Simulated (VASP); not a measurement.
Si2Ni:

```
Si Ni
1.0
     0.00000    2.69315    2.69315
     2.69315    0.00000    2.69315
     2.69315    2.69315    0.00000
Si Ni
2 1
Cartesian
  1.3466 1.3466 1.3466
  4.0397 4.0397 4.0397
  0.0000 0.0000 0.0000
```

The cell comes from a database or a generator and needn't be the stable form of this composition.

```yaml
Program: VASP 6.6.1
Task: relaxation of cell and atoms
Functional: PBE
Potentials_or_basis: VASP PAW PBE potentials, release 64 (Si, Ni)
Cutoff: 600 eV
k_mesh: 14 × 14 × 14
Occupations: methfessel-paxton, width 0.1 eV
Spin: no spin polarisation
```

At the start: pressure 5.0 GPa; volume 13.02 Å³/atom.

Problem. How do energy, volume and symmetry change on relaxing?

Solution. Over 7 steps the energy falls by 6.9 meV/atom and the volume is 13.47 Å³/atom (+3.5 %); space group Fm-3m (No. 225, to 0.05 Å).

Step by step:
| step | energy change (eV) | largest force (eV/Å) | pressure (GPa) | volume (Å³) |
| --- | --- | --- | --- | --- |
| 1 | 0.0000 | 0.0000 | 5.00 | 39.07 |
| 2 | -0.0097 | 0.0000 | -3.48 | 41.41 |
| 3 | -0.0208 | 0.0000 | 0.14 | 40.41 |
| 4 | -0.0208 | 0.0000 | -0.16 | 40.45 |
| 5 | -0.0208 | 0.0000 | 0.10 | 40.38 |
| 6 | -0.0208 | 0.0000 | 0.14 | 40.39 |
| 7 | -0.0208 | 0.0000 | -0.06 | 40.42 |

Final structure:
```
Si Ni
1.0
     0.00000    2.72391    2.72391
     2.72391    0.00000    2.72391
     2.72391    2.72391    0.00000
Si Ni
2 1
Direct
  0.25000 0.25000 0.25000
  0.75000 0.75000 0.75000
  0.00000 0.00000 0.00000
```
